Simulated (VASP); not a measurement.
# Band edges against the vacuum: BP(110), part 2 of 3

Where do the bulk band edges lie against the vacuum outside BP(110)?

VASP 6.6.1; r2SCAN; plane waves and PAW (B, P).

So far, gap on the k-mesh (eV): step 3 (band edges of the bulk) 1.44.

## (4) Relaxing the slab

System of this step: BP(110). The cell holds 18 atoms: 9 B and 9 P. Cell: a = 3.205 Å, b = 4.533 Å, c = 28.821 Å, α = 90.0°, β = 90.0°, γ = 90.0°. It derives from BP. 9 layers, cut at this functional's lattice. Vacuum lies along c.

All atoms relax at the fixed cell.

INCAR

```
SYSTEM = BP
PREC = Normal
ENCUT = 360
EDIFF = 1E-05
NELM = 120
ISMEAR = 0
SIGMA = 0.03
LREAL = Auto
ALGO = Normal
METAGGA = R2SCAN
LASPH = .TRUE.
NBANDS = 54
LORBIT = 11
LWAVE = .FALSE.
LCHARG = .FALSE.
KPAR = 4
IBRION = 2
NSW = 60
ISIF = 2
EDIFFG = -0.03
POTIM = 0.4
MAXMIX = 40
IDIPOL = 3
LDIPOL = .TRUE.
DIPOL = 0.5 0.5 0.5
```

POSCAR

```
BP
1.0
    3.2051789530      0.0000000000      0.0000000000
    0.0000000000      4.5328075452      0.0000000000
    0.0000000000      0.0000000000     28.8207158121
B P
9 9
Direct
    0.0000000000      0.0000000000      0.2775781200
    0.5000000000      0.5000000000      0.3331835900
    0.0000000000      0.0000000000      0.3887890600
    0.5000000000      0.5000000000      0.4443945300
    0.0000000000      0.0000000000      0.5000000000
    0.5000000000      0.5000000000      0.5556054700
    0.0000000000      0.0000000000      0.6112109400
    0.5000000000      0.5000000000      0.6668164100
    0.0000000000      0.0000000000      0.7224218800
    0.0000000000      0.7500000000      0.3331835900
    0.5000000000      0.2500000000      0.2775781200
    0.0000000000      0.7500000000      0.4443945300
    0.5000000000      0.2500000000      0.3887890600
    0.0000000000      0.7500000000      0.5556054700
    0.5000000000      0.2500000000      0.5000000000
    0.0000000000      0.7500000000      0.6668164100
    0.5000000000      0.2500000000      0.6112109400
    0.5000000000      0.2500000000      0.7224218800
```

KPOINTS

```
Automatic mesh
0
Gamma
8 5 1
0 0 0
```

The projector-augmented-wave data sets are B and P (PBE family, release 64).

The run is started by

```sh
> mpirun -np 4 vasp_std
```

The log of the run:

```text
[banner, memory and clock lines left out]
running    4 mpi-ranks, on    1 nodes
 distrk:  each k-point on    1 cores,    4 groups
 distr:  one band on    1 cores,    1 groups

 POSCAR found type information on POSCAR B P
 POSCAR found :  2 types and      18 ions
 [... a notice as in an earlier step ...]

 LDA part: xc-table for (None), standard interpolation
 POSCAR, INCAR and KPOINTS ok, starting setup
 FFT: planning ... GRIDC
 FFT: planning ... GRID_SOFT
 FFT: planning ... GRID
 WAVECAR not read
 entering main loop
       N       E                     dE             d eps       ncg     rms          rms(c)
DAV:   1     0.257157935341E+03    0.25716E+03   -0.23995E+04  1620   0.831E+02
DAV:   2    -0.135436256982E+03   -0.39259E+03   -0.37729E+03  2162   0.196E+02
DAV:   3    -0.166151912181E+03   -0.30716E+02   -0.30205E+02  1984   0.563E+01
DAV:   4    -0.167010097920E+03   -0.85819E+00   -0.85431E+00  2360   0.972E+00
DAV:   5    -0.167033265084E+03   -0.23167E-01   -0.23150E-01  2200   0.156E+00    0.233E+01
DAV:   6    -0.150785519933E+03    0.16248E+02   -0.65025E+00  1908   0.902E+00    0.143E+01
DAV:   7    -0.150311335421E+03    0.47418E+00   -0.31744E+00  2016   0.583E+00    0.205E+00
DAV:   8    -0.150291724428E+03    0.19611E-01   -0.24550E-01  2032   0.190E+00    0.911E-01
DAV:   9    -0.150293303584E+03   -0.15792E-02   -0.31073E-02  2168   0.597E-01    0.667E-01
DAV:  10    -0.150297270401E+03   -0.39668E-02   -0.35513E-03  1952   0.236E-01    0.223E-01
DAV:  11    -0.150299215453E+03   -0.19451E-02   -0.18882E-03  1920   0.170E-01    0.609E-02
DAV:  12    -0.150299929074E+03   -0.71362E-03   -0.25803E-04  2024   0.563E-02    0.573E-02
DAV:  13    -0.150300910235E+03   -0.98116E-03   -0.33033E-04  1940   0.543E-02    0.172E-02
DAV:  14    -0.150301580039E+03   -0.66980E-03   -0.20088E-04  2006   0.433E-02    0.179E-02
DAV:  15    -0.150302064058E+03   -0.48402E-03   -0.12237E-04  1982   0.337E-02    0.813E-03
DAV:  16    -0.150302162295E+03   -0.98237E-04   -0.14700E-05  1580   0.169E-02    0.637E-03
DAV:  17    -0.150302237505E+03   -0.75209E-04   -0.10819E-05  1508   0.128E-02    0.302E-03
DAV:  18    -0.150302272222E+03   -0.34717E-04   -0.57975E-06  1538   0.892E-03    0.226E-03
DAV:  19    -0.150302300120E+03   -0.27899E-04   -0.53371E-06  1510   0.865E-03    0.263E-03
DAV:  20    -0.150302328294E+03   -0.28174E-04   -0.19579E-06  1356   0.692E-03    0.176E-03
DAV:  21    -0.150302337174E+03   -0.88798E-05   -0.97217E-07  1242   0.509E-03
   1 F= -.15030234E+03 E0= -.15030234E+03  d E =-.150302E+03
 curvature:   0.00 expect dE= 0.000E+00 dE for cont linesearch  0.000E+00
 trial: gam= 0.00000 g(F)=  0.150E+01 g(S)=  0.000E+00 ort = 0.000E+00 (trialstep = 0.100E+01)
 search vector abs. value=  0.150E+01
 bond charge predicted
       N       E                     dE             d eps       ncg     rms          rms(c)
DAV:   1    -0.151161458695E+03   -0.85913E+00   -0.31896E+01  1664   0.199E+01    0.311E+00
DAV:   2    -0.151278443245E+03   -0.11698E+00   -0.10396E+00  1962   0.370E+00    0.167E+00
DAV:   3    -0.151308104694E+03   -0.29661E-01   -0.14599E-01  1950   0.152E+00    0.113E+00
DAV:   4    -0.151316672457E+03   -0.85678E-02   -0.69661E-02  1812   0.103E+00    0.696E-01
DAV:   5    -0.151319353830E+03   -0.26814E-02   -0.11048E-02  1990   0.378E-01    0.501E-01
DAV:   6    -0.151320929684E+03   -0.15759E-02   -0.23847E-03  1926   0.181E-01    0.157E-01
DAV:   7    -0.151321579647E+03   -0.64996E-03   -0.79912E-04  1998   0.108E-01    0.626E-02
DAV:   8    -0.151321799744E+03   -0.22010E-03   -0.15231E-04  1892   0.515E-02    0.379E-02
DAV:   9    -0.151321825826E+03   -0.26082E-04   -0.27301E-05  1792   0.192E-02    0.767E-03
DAV:  10    -0.151321874423E+03   -0.48597E-04   -0.12676E-05  1482   0.134E-02    0.161E-02
DAV:  11    -0.151321880075E+03   -0.56515E-05   -0.21942E-06  1306   0.802E-03
   2 F= -.15132188E+03 E0= -.15132188E+03  d E =-.101954E+01
[... from here on, the cycles between the ionic steps are left out ...]
   3 F= -.15149390E+03 E0= -.15149390E+03  d E =-.119156E+01
   4 F= -.15180530E+03 E0= -.15180530E+03  d E =-.311405E+00
   5 F= -.15185423E+03 E0= -.15185423E+03  d E =-.360328E+00
   6 F= -.15192250E+03 E0= -.15192250E+03  d E =-.682716E-01
   7 F= -.15194260E+03 E0= -.15194260E+03  d E =-.883771E-01
   8 F= -.15196165E+03 E0= -.15196165E+03  d E =-.190474E-01
   9 F= -.15196184E+03 E0= -.15196184E+03  d E =-.192377E-01
  10 F= -.15196960E+03 E0= -.15196960E+03  d E =-.775484E-02
  11 F= -.15197063E+03 E0= -.15197063E+03  d E =-.879280E-02
  12 F= -.15197536E+03 E0= -.15197536E+03  d E =-.473038E-02
  13 F= -.15197861E+03 E0= -.15197861E+03  d E =-.797375E-02
  14 F= -.15198142E+03 E0= -.15198142E+03  d E =-.281770E-02
  15 F= -.15198206E+03 E0= -.15198206E+03  d E =-.345034E-02
  16 F= -.15198269E+03 E0= -.15198269E+03  d E =-.637223E-03
  17 F= -.15198273E+03 E0= -.15198273E+03  d E =-.675184E-03
 curvature:  -0.85 expect dE=-0.295E-03 dE for cont linesearch -0.110E-07
 trial: gam= 0.32143 g(F)=  0.346E-03 g(S)=  0.000E+00 ort =-0.457E-05 (trialstep = 0.969E+00)
 search vector abs. value=  0.510E-03
 bond charge predicted
       N       E                     dE             d eps       ncg     rms          rms(c)
DAV:   1    -0.151982862852E+03   -0.12907E-03   -0.11001E-02  1626   0.399E-01    0.590E-02
DAV:   2    -0.151982849724E+03    0.13128E-04   -0.60251E-04  2066   0.914E-02    0.381E-02
DAV:   3    -0.151982933568E+03   -0.83843E-04   -0.39631E-05  1676   0.266E-02    0.131E-02
DAV:   4    -0.151982935012E+03   -0.14439E-05   -0.10131E-05  1494   0.133E-02
  18 F= -.15198294E+03 E0= -.15198294E+03  d E =-.202574E-03
 trial-energy change:   -0.000203  1 .order   -0.000214   -0.000334   -0.000093
 step:   1.3450(harm=  1.3450)  dis= 0.00243  next Energy=  -151.982964 (dE=-0.232E-03)
 reached required accuracy - stopping structural energy minimisation
```

Elapsed: 13 min, on 4 MPI ranks of AMD EPYC 9R45, shared host; peak memory 1.2 GiB.

OUTCAR, selected parts (step 4):

```text
  LATTYP: Found a simple orthorhombic cell.
 ALAT       =     3.2051789530
 B/A-ratio  =     1.4142135624
 C/A-ratio  =     8.9919209613

 Subroutine GETGRP returns: Found  4 space group operations
 (whereof  4 operations were pure point group operations)

The static configuration has the point symmetry C_2v.

 Found     15 irreducible k-points:

   k-points           NKPTS =     15   k-points in BZ     NKDIM =     15   number of bands    NBANDS=     54

   dimension x,y,z NGX =    16 NGY =   24 NGZ =  140
   dimension x,y,z NGXF=    32 NGYF=   48 NGZF=  280

   ENCUT  =  360.0 eV  26.46 Ry    5.14 a.u.   4.96  7.01 44.59*2*pi/ulx,y,z

   NELECT =      72.0000    total number of electrons

 dipolmoment           0.000000      0.000000      0.000000 electrons x Angstroem

 E-fermi :   0.9711

 k-point     1 :       0.0000    0.0000    0.0000
  band No.  band energies     occupation
    ...
     32       0.1538      2.00000
     33       0.5234      2.00000
     34       0.5736      2.00000
     35       0.7604      2.00000
     36       0.8284      2.00000
     37       2.6721      0.00000
     38       2.8907      0.00000
     39       2.9876      0.00000
     40       3.4368      0.00000
     41       3.6339      0.00000
    ...

 k-point     2 :       0.1250    0.0000    0.0000
  band No.  band energies     occupation
    ...
     32      -0.5811      2.00000
     33      -0.4558      2.00000
     34      -0.3840      2.00000
     35       0.2937      2.00000
     36       0.3675      2.00000
     37       2.9250      0.00000
     38       3.3108      0.00000
     39       3.7856      0.00000
     40       4.0892      0.00000
     41       4.1700      0.00000
    ...

  Total       -2.2285745      1.5361290     -0.9801581      0.0000000      0.0000000      0.0000000
  in kB       -8.5273369      5.8777885     -3.7504414      0.0000000      0.0000000      0.0000000
  external PRESSURE =      -2.1333299 kB  Pullay stress =       0.0000000 kB

  energy-cutoff  :      360.00
  volume of cell :      418.72
      direct lattice vectors                 reciprocal lattice vectors
     3.205178953  0.000000000  0.000000000     0.311995060  0.000000000  0.000000000
     0.000000000  4.532807545  0.000000000     0.000000000  0.220613823  0.000000000
     0.000000000  0.000000000 28.820715812     0.000000000  0.000000000  0.034697265

 POSITION                                       TOTAL-FORCE (eV/Angst)
 -----------------------------------------------------------------------------------
      0.00000      0.22311      8.32929        -0.000000     -0.009781      0.013163
      1.60259      2.23894      9.58088         0.000000      0.000686      0.006843
      3.20518      4.50517     11.20654        -0.000000     -0.005007      0.005534
      1.60259      2.22867     12.80185        -0.000000      0.005676      0.016711
      3.20518      4.49684     14.41036        -0.000000      0.009832      0.000000
      1.60259      2.22867     16.01887        -0.000000      0.005676     -0.016711
      3.20518      4.50517     17.61418        -0.000000     -0.005007     -0.005534
      1.60259      2.23894     19.23984         0.000000      0.000686     -0.006843
      0.00000      0.22311     20.49142        -0.000000     -0.009781     -0.013163
      0.00000      3.34362      9.58695        -0.000000      0.004922      0.027747
      1.60259      1.16241      7.85567        -0.000000     -0.005835      0.006476
      0.00000      3.36210     12.80411         0.000000      0.006568      0.009991
      1.60259      1.10309     11.18871        -0.000000     -0.006818      0.004429
      0.00000      3.36210     16.01661        -0.000000      0.006568     -0.009991
      1.60259      1.09738     14.41036        -0.000000      0.009348      0.000000
      0.00000      3.34362     19.23377        -0.000000      0.004922     -0.027747
      1.60259      1.10309     17.63201        -0.000000     -0.006818     -0.004429
      1.60259      1.16241     20.96504         0.000000     -0.005835     -0.006476
 -----------------------------------------------------------------------------------
    total drift:                                0.000000     -0.005011      0.000002

  FREE ENERGIE OF THE ION-ELECTRON SYSTEM (eV)
  ---------------------------------------------------
  free  energy   TOTEN  =      -151.9829350115 eV

  energy  without entropy=     -151.9829350115  energy(sigma->0) =     -151.98293501

 vacuum level on the upper side and lower side of the slab         6.510         6.510

 total charge
# of ion       s       p       d       tot
------------------------------------------
    1        0.732   1.117   0.000   1.849
    2        0.682   1.228   0.000   1.909
    3        0.683   1.255   0.000   1.938
    4        0.681   1.269   0.000   1.950
    5        0.681   1.269   0.000   1.950
    6        0.681   1.269   0.000   1.950
    7        0.683   1.255   0.000   1.938
    8        0.682   1.228   0.000   1.909
    9        0.732   1.117   0.000   1.849
   10        0.989   1.605   0.000   2.594
   11        1.029   1.541   0.000   2.570
   12        0.986   1.586   0.000   2.572
   13        0.987   1.589   0.000   2.576
   14        0.986   1.586   0.000   2.572
   15        0.986   1.588   0.000   2.573
   16        0.989   1.605   0.000   2.594
   17        0.987   1.589   0.000   2.576
   18        1.029   1.541   0.000   2.570
--------------------------------------------------
tot         15.203  25.236   0.000  40.440

[... 1 part as in an earlier step ...]

[... 7 further parts left out ...]
```

CONTCAR:

```
BP
   1.00000000000000
     3.2051789529999999    0.0000000000000000    0.0000000000000000
     0.0000000000000000    4.5328075451999998    0.0000000000000000
     0.0000000000000000    0.0000000000000000   28.8207158121000013
  B               P
     9     9
Direct
     0.0000000000000000    0.0492205825678390    0.2890036136774979
     0.5000000000000000    0.4939419232418837    0.3324302630666798
     1.0000000000000000    0.9939037533681312    0.3888361711908137
     0.5000000000000000    0.4916762460734436    0.4441891675349398
     1.0000000000000000    0.9920646997506822    0.5000000000000000
     0.5000000000000000    0.4916762460734436    0.5558108324650601
     1.0000000000000000    0.9939037533681312    0.6111638288091865
     0.5000000000000000    0.4939419232418837    0.6675697369333202
     0.0000000000000000    0.0492205825678390    0.7109963863225019
     0.0000000000000000    0.7376483421209983    0.3326409516281971
     0.5000000000000000    0.2564434849259457    0.2725703151162758
     0.0000000000000000    0.7417266909624334    0.4442674497231096
     0.5000000000000000    0.2433577602900066    0.3882175176400792
     0.0000000000000000    0.7417266909624334    0.5557325502768906
     0.5000000000000000    0.2420977331479554    0.5000000000000000
     0.0000000000000000    0.7376483421209983    0.6673590483718029
     0.5000000000000000    0.2433577602900066    0.6117824823599208
     0.5000000000000000    0.2564434849259457    0.7274296848837243
```

The run keeps the 4 symmetry operations of its start, so it cannot find a distortion of lower symmetry.

Relaxation path:

```tsv
step	energy less that of the first step (eV)	largest force (eV/Å)
1	0.0000	3.3421
2	-1.0195	1.8690
3	-1.1916	1.1977
4	-1.5030	0.8216
5	-1.5519	1.2001
6	-1.6202	0.8350
7	-1.6403	0.3599
8	-1.6593	0.1969
9	-1.6595	0.2271
10	-1.6673	0.1013
11	-1.6683	0.1143
12	-1.6730	0.0981
13	-1.6763	0.1207
14	-1.6791	0.0804
15	-1.6797	0.0683
16	-1.6804	0.0321
17	-1.6804	0.0468
18	-1.6806	0.0282
```

The atoms that moved most (Å):

```tsv
atom	dx	dy	dz	length
B1	0.000	0.223	0.329	0.398
B9	0.000	0.223	-0.329	0.398
P18	0.000	0.029	0.144	0.147
P11	0.000	0.029	-0.144	0.147
P10	0.000	-0.056	-0.016	0.058
P16	0.000	-0.056	0.016	0.058
B4	0.000	-0.038	-0.006	0.038
B6	0.000	-0.038	0.006	0.038
```

Final coordinates:

```xyz
18
Lattice="3.2052 0.0000 0.0000 0.0000 4.5328 0.0000 0.0000 0.0000 28.8207" Properties=species:S:1:pos:R:3
B     0.0000    0.2231    8.3293
B     1.6026    2.2389    9.5809
B     0.0000   -0.0276   11.2065
B     1.6026    2.2287   12.8018
B     0.0000   -0.0360   14.4104
B     1.6026    2.2287   16.0189
B     0.0000   -0.0276   17.6142
B     1.6026    2.2389   19.2398
B     0.0000    0.2231   20.4914
P     0.0000    3.3436    9.5870
P     1.6026    1.1624    7.8557
P     0.0000    3.3621   12.8041
P     1.6026    1.1031   11.1887
P     0.0000    3.3621   16.0166
P     1.6026    1.0974   14.4104
P     0.0000    3.3436   19.2338
P     1.6026    1.1031   17.6320
P     1.6026    1.1624   20.9650
```

This step gave:

```
electronic cycles              : 140
electrons                      : 72
free energy (TOTEN)            : -151.9829 eV
Fermi energy                   : 0.9711 eV
dipole moment                  : 0, 0, 0 e·Å
gap on the k-mesh              : 0.6139 eV
least direct gap on the k-mesh : 1.643 eV
```

The run ended after 18 ionic steps, 1.681 eV below its first step, once the forces on the free atoms met EDIFFG = -0.03.

(Part 2 of 3 ends here.)

[Lines on the potential files, build, host, timing and source positions are cut from VASP's logs without a mark.]

[Logs are printed without paths, hosts, clocks, repeated set-up lines and the standing remarks that a program may print on its own settings, such as how far it seeks lower states.]

[Hosts, paths, dates, database ids (printed as entryN), source tags and the programs' standing remarks are cut or masked in the printed files.]

[Runs that stopped without an error message from VASP are left out.]
